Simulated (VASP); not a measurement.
Consider the following.

```
CELL_PARAMETERS angstrom
      3.99437     0.00000     0.00000
      0.00000     3.99437     0.00000
      0.00000     0.00000     3.99437
ATOMIC_POSITIONS crystal
  Tc 0.50000 0.50000 0.00000
  Tc 0.00000 0.50000 0.50000
  Tc 0.50000 0.00000 0.50000
  N  0.00000 0.00000 0.50000
  N  0.50000 0.00000 0.00000
  N  0.00000 0.50000 0.00000
```

Method: PBEsol GGA, VASP's PBE PAW potentials (set 64) (plane waves; VASP 6.6.1). Numerical set-up: 520 eV cut-off, Gaussian smearing of 0.050 eV, potentials Tc_pv N.

Q: Predict the band gap (along the path) with the smallest direct gap where there is one.

A: 
- band gap (along the path): none (metal, semimetal or under 0.01 eV)

Only differences to runs with the same potentials and settings are physical.

The structure comes from a computed database's TcN entry (Pm-3m); how it stands against other phases isn't given here. It was relaxed first.
